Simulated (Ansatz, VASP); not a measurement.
# AlNi in two plane-wave programs

Aim: how closely do two programs agree when they are given the same cell, functional and k mesh? The cell is taken from a series of runs on this material, whose earlier steps may have relaxed, scaled, displaced or heated it; both programs get it as it stands.

Calculated with Ansatz 0.2.0; plane waves, with VASP 6.6.1 beside it; zone-centre phonons at LDA.

## Step 1: Set-up

Symmetry: Cmmm, No. 65, orthorhombic system. The conventional cell has a = 4.020 Å, b = 4.165 Å, c = 2.765 Å, α = 90.00°, β = 90.00°, γ = 90.00°. Nearest to Al lie 8 Ni at 2.44 to 2.50 Å. Ni has 8 Al at 2.44 to 2.50 Å nearest. Farther neighbours are not listed.

## Step 2: Ansatz: zone-centre phonons, LDA

Ansatz runs on its PAW soft_1 files.

Second derivatives magnify differences that forces hide, and they need a tight electronic threshold.

input.yaml reads:

```yaml
crystal:
  lattice:
    - [2.8937374559, 0.0514558256, 0.0]
    - [0.0514558256, 2.8937374559, 0.0]
    - [0.0, 0.0, 2.7646104503]
  atoms:
    - { symbol: Al, position: [0.0, 0.0, 0.0] }
    - { symbol: Ni, position: [0.5, 0.5, 0.5] }
kpoints:
  mp_grid: { grid: [16, 16, 16] }
hamiltonian:
  xc: lda
  pseudopotentials: { kind: paw, azcp: { folder: soft_1 }, xc_functional: pbe }
scf:
  occupations: { method: methfessel_paxton, width: 0.2 }
output:
  eigenvalues: true
phonons:
  method: dfpt
```

Started as:

```sh
ansatz run input.yaml --threads 4 --pin off --max-ram 10240MiB --backend cpu --events-out ev --progress --plain --runs-dir out
```

Numbers of over 12 decimals in the logs are rounded to 6 here.

Output:

```text
zone centre: on kpoints.mp_grid the ground state, and the responses unless they are solved on pairs of k-points, stand on 1170 of the mesh's 4096 k-points, reduced under 4 symmetry operations, with k and −k counted as one. Each operation leaves every solved displacement unchanged or reverses it
Engine: ansatz 0.2.0, x86_64-unknown-linux-gnu
Pseudopotentials: kind: paw
Pseudopotential: Al, paw, valence charge 3, recommended cutoff 420 eV (normal), soft_1/Al.paw.azcp
Pseudopotential: Ni, paw, valence charge 18, recommended cutoff 420 eV (normal), soft_1/Ni.paw.azcp
Functional definition: SPW92
  exchange = slater_x
  correlation = pw_c
Crystal: 2 atoms, lattice volume = 23.143 Å³
Basis set: ecut = 420 eV, 461 PW (Γ), exchange–correlation on 40×40×40 points (8 copies of the dense FFT grid, shifted against one another)
Bands: 15, of which v1, the nominal top of the filled ones, is band 11 counted from 1 (10 counted from 0)
Symmetry: 8 space group operations
k-points: 1170 of 4096 (irreducible under 4 space group operations)
Non-local potential: Al, projectors of the file, l = 0: 2, l = 1: 2, l = 2: 1
Non-local potential: Ni, projectors of the file, l = 0: 3, l = 1: 2, l = 2: 3, l = 3: 1
PAW form: soft (Blöchl's): semilocal exchange-correlation on the pseudo side does not see the compensation charge
PAW frozen core: Al, regenerated for the run's functional, and the local potential with it (the file was generated under x = pbe(κ = 0.804, μ = 0.219515), c = pbe(β = 0.066725))
PAW frozen core: Ni, regenerated for the run's functional, and the local potential with it (the file was generated under x = pbe(κ = 0.804, μ = 0.219515), c = pbe(β = 0.066725))
PAW one-centre angular grid: Al, 110 points (default); XC on 64 Gauss nodes
PAW one-centre angular grid: Ni, 590 points (default); XC on 64 Gauss nodes
Initial density: superposition of atomic densities (chi_scale 0.1, normalization cell, long waves kept (reshape's long-wave potential 0.00 eV rms))
Initial wavefunctions: pseudopotential atomic-orbital guess
Functional: x = slater, c = lda
SCF iter   1: F=—  HF=-6288.045997 eV  |F-HF|=—  |Δ(HF+E_count)|=         —  Δρ=7.69e-2  dr2=1.44e0  ethr=3.10e-3  ⟨swp⟩=4.0  Hψ=77766  notcnv=0
preconditioner: auto → none  [metal: Δε(μ)=0.012 eV  Ē_g=10.380 eV  σ=0.200 eV  W_gap=0.05  n_scr=6 (ndim 8)  ℏωp=27.8 eV  f_vac=0.000  D(μ)=0.69/eV (n_scr^D=6)  sad-step TF]
SCF iter   2: F=—  HF=-6287.866691 eV  |F-HF|=—  |Δ(HF+E_count)|=   1.79e-1  S|Δr|=    0.00e0  Δρ=5.91e-2  dr2=8.93e-1  ethr=3.10e-3  ⟨swp⟩=2.0  Hψ=31514  notcnv=0  defer=255
SCF iter   3: F=—  HF=-6287.663372 eV  |F-HF|=—  |Δ(HF+E_count)|=   2.03e-1  S|Δr|=    0.00e0  Δρ=1.92e-2  dr2=8.27e-2  ethr=3.10e-3  ⟨swp⟩=2.0  Hψ=22286  notcnv=0  defer=255
SCF iter   4: F=—  HF=-6287.648612 eV  |F-HF|=—  |Δ(HF+E_count)|=   1.48e-2  S|Δr|=    0.00e0  Δρ=5.11e-3  dr2=3.42e-3  ethr=3.94e-4  ⟨swp⟩=2.0  Hψ=29287  notcnv=0  defer=231
SCF iter   5: F=—  HF=-6287.648504 eV  |F-HF|=—  |Δ(HF+E_count)|=   1.08e-4  S|Δr|=    0.00e0  Δρ=1.31e-3  dr2=1.83e-4  ethr=1.63e-5  ⟨swp⟩=2.3  Hψ=23622  notcnv=0  defer=230
SCF iter   6: F=—  HF=-6287.648449 eV  |F-HF|=—  |Δ(HF+E_count)|=   5.50e-5  S|Δr|=    0.00e0  Δρ=3.21e-4  dr2=1.19e-5  ethr=8.69e-7  ⟨swp⟩=2.5  Hψ=27762  notcnv=0  defer=230
SCF iter   7: F=—  HF=-6287.648438 eV  |F-HF|=—  |Δ(HF+E_count)|=   1.17e-5  S|Δr|=    0.00e0  Δρ=4.35e-5  dr2=2.42e-7  ethr=5.67e-8  ⟨swp⟩=2.2  Hψ=24655  notcnv=0  defer=230
SCF iter   8: F=—  HF=-6287.648458 eV  |F-HF|=—  |Δ(HF+E_count)|=   2.03e-5  S|Δr|=    0.00e0  Δρ=3.32e-6  dr2=1.51e-9  ethr=1.15e-9  ⟨swp⟩=2.3  Hψ=25560  notcnv=0  defer=230
SCF iter   9: F=-6287.648458 eV  HF=-6287.648458 eV  |F-HF|=2.73e-12  |Δ(HF+E_count)|=  2.66e-10  S|Δr|=    0.00e0  Δρ=1.99e-7  dr2=6.13e-12  ethr=1.00e-12  ⟨swp⟩=5.3  Hψ=89208  notcnv=0
SCF 1 converged in 9 iterations: F = -6287.648458 eV  dr2 = 6.13e-12
  greatest PAW one-centre occupation: 1.001 electrons in one spin orbital (limit 2), on the Ni atom at site 1 (counted from 0), in its partial waves of l = 1
DFPT response loops at Γ: preconditioner auto → Kerker (q_TF=auto, 2.684 Å⁻¹) (partly filled bands, converged f_vac=0.000); β = 1.00, the filter's whole step (`scf.mixing.beta` (0.50) is not read by the response loops under this deck's `scf.mixing.preconditioner`; to damp them name `kerker` or `kerker_dos`, under which they read `scf.mixing.beta`, and type it under 1.00, their step now; both keys bind the ground state too); Broyden in place of MSR1
SCF converged after 9 iterations
Stability not checked: this state was not tested for a lower state beside it, because cold or Methfessel-Paxton smearing, or corrected tetrahedra, fill the levels in a way that the test cannot read (fill_not_monotonic; see scf.lower_state_search)
Free energy (F): -6287.648458 eV
Harris-Foulkes:  -6287.648458 eV  (|F-HF|=2.73e-12)
Internal energy: -6287.648328 eV  (E = F + TS)
E sigma→0 (E₀):  -6287.648425 eV
Entropy (-TS):   -0.000130 eV (-0.065 meV/atom)
Fermi energy:    14.101424 eV
--- Per-component energies (eV) ---
  E_band       = -331.985768
  E_kinetic    = 370.177790
  E_local      = -3708.719749  (includes V_loc(G=0)·N_el)
  E_nonlocal   = -101.859412
  E_hartree    = 1946.581352
  E_xc         = -152.088499
  E_vxc        = -178.253812  (∫ρ·V_xc dr)
  E_paw        = -2037.538778  (= ΣΔE_a)
  E_vpaw       = -606.493936  (= ΣTr[D̂ρ^β])
  E_aug_tail   = 0.000826  (compensation charges beyond the density's cutoff)
  E_ewald      = -2604.691696
  E_core_change = 0.489838  (= ΣΔE_core)
  E_smearing   = -0.000130  (= −TS)
  E_closure    = -0.000000  (closes the sum)
  Σ components = -6287.648458   (vs F -6287.648458, Δ=0.00e0)
--- Band table (eV; the first three rows and the last of 1170) ---
  k-point 0: bands = [... 7 lower, 12.3764, 12.4783, 12.5747, 19.0242, 19.2795, 20.8263, 22.2138, 22.4657]
  k-point 1: bands = [... 7 lower, 12.3811, 12.4360, 12.5356, 19.1318, 19.3826, 19.8191, 22.2211, 23.2761]
  k-point 2: bands = [... 7 lower, 12.3200, 12.3946, 12.4279, 18.2669, 19.4443, 19.6827, 22.2426, 24.2672]
  k-point 1169: bands = [... 7 lower, 13.0050, 13.1185, 15.8138, 16.0606, 16.2812, 18.0642, 18.3766, 18.7116]
--- Phonons (Γ-DFPT): 4 representative perturbations + reference, on 1170 of 4096 k-points (Σ response iterations 13) ---
  k mesh reduced under 4 symmetry operations, with k and −k counted as one. Each operation leaves every solved displacement unchanged or reverses it
  ASR residual: 2.884e-5 → 0.000e0 eV/Å²; symmetrization residual: 1.354e-6 eV/Å²
  ASR residual per site (eV/Å²): 1.29e-5 2.88e-5
  Γ frequencies (cm⁻¹): 0.00 0.00 0.00 268.22 294.78 321.60
  non-analytic LO–TO correction: not included (Born effective charges unavailable; polar crystals: no LO–TO splitting at Γ)
```

(Continued in part 2 of 2.)

[Lines on the potential files, build, host, timing and source positions are cut from VASP's logs without a mark.]

[Logs are printed without paths, hosts, clocks, repeated set-up lines and the standing remarks that a program may print on its own settings, such as how far it seeks lower states.]

[Hosts, paths, dates, database ids (printed as entryN), source tags and the programs' standing remarks are cut or masked in the printed files.]
